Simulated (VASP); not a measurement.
Calculation: PBE GGA with D4 dispersion, VASP's PBE PAW potentials (set 64) (plane waves; VASP).

The input files of a VASP run:

**KPOINTS**
```
k-points along high-symmetry lines
10
Line-mode
Reciprocal
  0.000000   0.000000   0.000000 ! GAMMA
  0.000000   0.500000   0.000000 ! M

  0.000000   0.500000   0.000000 ! M
 -0.333333   0.666667   0.000000 ! K

 -0.333333   0.666667   0.000000 ! K
  0.000000   0.000000   0.000000 ! GAMMA

  0.000000   0.000000   0.000000 ! GAMMA
  0.000000   0.000000   0.500000 ! A

  0.000000   0.000000   0.500000 ! A
  0.000000   0.500000   0.500000 ! L

  0.000000   0.500000   0.500000 ! L
 -0.333333   0.666667   0.500000 ! H

 -0.333333   0.666667   0.500000 ! H
  0.000000   0.000000   0.500000 ! A

  0.000000   0.500000   0.500000 ! L
  0.000000   0.500000   0.000000 ! M

 -0.333333   0.666667   0.500000 ! H
 -0.333333   0.666667   0.000000 ! K
```

### POSCAR
```
WS2
24.4291670
  0.0645885022  -0.1118705666   0.0000000000
  0.0645885022   0.1118705666   0.0000000000
  0.0000000000   0.0000000000   0.4999999923
W S
2 4
Direct
  0.3333330000   0.6666670000   0.2500000000
  0.6666670000   0.3333330000   0.7500000000
  0.3333330000   0.6666670000   0.8788887314
  0.6666670000   0.3333330000   0.3788887314
  0.6666670000   0.3333330000   0.1211112686
  0.3333330000   0.6666670000   0.6211112686
```

**INCAR**
```
ALGO = Normal
EDIFF = 1E-7
ENCUT = 520
GGA = PE
ICHARG = 11
ISMEAR = 0
IVDW = 13
LASPH = .TRUE.
LCHARG = .FALSE.
LMAXMIX = 6
LORBIT = 11
LREAL = .FALSE.
LWAVE = .FALSE.
NELM = 100
PREC = Accurate
SIGMA = 0.05
SYSTEM = WS2
```

POTCAR, in this order: W_sv S (PBE.64 set). Program: vasp_std. Read from the step before: CHGCAR.

Output of the run:

OSZICAR:
```
       N       E                     dE             d eps       ncg     rms          rms(c)
DAV:   1     0.527282392018E+03    0.52728E+03   -0.29249E+04  6172   0.169E+03
DAV:   2    -0.959686343994E+01   -0.53688E+03   -0.52498E+03  6410   0.456E+02
DAV:   3    -0.447004221071E+02   -0.35104E+02   -0.34363E+02  7142   0.102E+02
DAV:   4    -0.456881000181E+02   -0.98768E+00   -0.98462E+00  6827   0.173E+01
DAV:   5    -0.457198338507E+02   -0.31734E-01   -0.31720E-01  7203   0.289E+00
DAV:   6    -0.457206785898E+02   -0.84474E-03   -0.84457E-03  6985   0.496E-01
DAV:   7    -0.457207244384E+02   -0.45849E-04   -0.45843E-04  7377   0.942E-02
DAV:   8    -0.457207259396E+02   -0.15012E-05   -0.15010E-05  6787   0.186E-02
DAV:   9    -0.457207260293E+02   -0.89675E-07   -0.89709E-07  5649   0.412E-03
   1 F= -.48409176E+02 E0= -.48409176E+02  d E =-.196943E-26
```

OUTCAR:
```
 val. band max:        7.6189445482   @ k =   0.0000   0.0000   0.0000

 cond. band min:       8.5669583945   @ k =  -0.1852   0.3704   0.0000



 k-point     1 :       0.0000    0.0000    0.0000
  band No.  band energies     occupation
      1     -67.0119      2.00000
      2     -67.0119      2.00000
      3     -31.2683      2.00000
      4     -31.2683      2.00000
      5     -31.0915      2.00000
      6     -31.0915      2.00000
      7     -31.0915      2.00000
      8     -31.0915      2.00000
      9      -8.0271      2.00000
     10      -7.7605      2.00000
     11      -6.5201      2.00000
     12      -6.0227      2.00000
     13      -0.0918      2.00000
     14       1.0510      2.00000
     15       3.6990      2.00000
     16       4.1456      2.00000
     17       4.1457      2.00000
     18       4.1624      2.00000
     19       4.1624      2.00000
     20       5.3681      2.00000
     21       5.3682      2.00000
     22       5.4308      2.00000
     23       5.4309      2.00000
     24       6.1640      2.00000
     25       6.3683      2.00000
     26       7.6189      2.00000
     27       9.9046      0.00000
     28       9.9077      0.00000
     29       9.9187      0.00000
     30       9.9250      0.00000
     31       9.9336      0.00000

 k-point     2 :       0.0000    0.0556    0.0000
  band No.  band energies     occupation
      1     -67.0114      2.00000
      2     -67.0114      2.00000
      3     -31.2663      2.00000
      4     -31.2662      2.00000
      5     -31.1028      2.00000
      6     -31.1028      2.00000
      7     -31.0941      2.00000
      8     -31.0941      2.00000
      9      -7.9742      2.00000
     10      -7.7076      2.00000
     11      -6.4969      2.00000
     12      -6.0059      2.00000
     13      -0.0280      2.00000
     14       1.1146      2.00000
     15       3.6200      2.00000
     16       4.0011      2.00000
     17       4.0230      2.00000
     18       4.1957      2.00000
...
```

The density is held fixed in this step, so its total energy and stress have no physical meaning. Unless said otherwise, spin-orbit coupling is left out, though it shifts the bands of the heavy elements here.

The compound is WS2 in the 2H layered structure. It was relaxed first.
